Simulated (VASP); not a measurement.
Given:

```
CELL_PARAMETERS angstrom
      0.00000     2.72493     2.72493
      2.72493     0.00000     2.72493
      2.72493     2.72493     0.00000
ATOMIC_POSITIONS crystal
  Al 0.00000 0.00000 0.00000
  P  0.25000 0.25000 0.25000
```

All values below come from PBE GGA with D4 dispersion, VASP's PBE PAW potentials (set 64) (plane waves; VASP 6.6.1). Numerical set-up: 520 eV cut-off, Gaussian smearing of 0.050 eV, potentials Al P.

Question: Give the energies of bands 2 to 7 at the high-symmetry points, in eV from the valence-band maximum.

Answer: 
```csv
band,Γ,X,U,L,W
2,0.00,-5.33,-5.04,-5.55,-4.93
3,0.00,-2.11,-3.44,-0.77,-3.19
4,0.00,-2.11,-1.74,-0.77,-2.83
5,3.35,1.57,2.43,2.84,4.33
6,4.57,2.47,5.13,4.82,5.97
7,4.57,11.12,8.49,4.82,6.15
```

The gap is indirect, 1.57 eV, from the valence maximum at Γ to the conduction minimum at X.

Measured: gap 2.54 eV (computed value off by -0.97 eV), as given by Wei Chen et al., Physical Review Materials (2018), doi:10.1103/physrevmaterials.2.073803 [zero-point renormalisation of 0.02 eV added back (the table's ZPR column)].

The compound is AlP in the zinc blende structure. It was relaxed first.
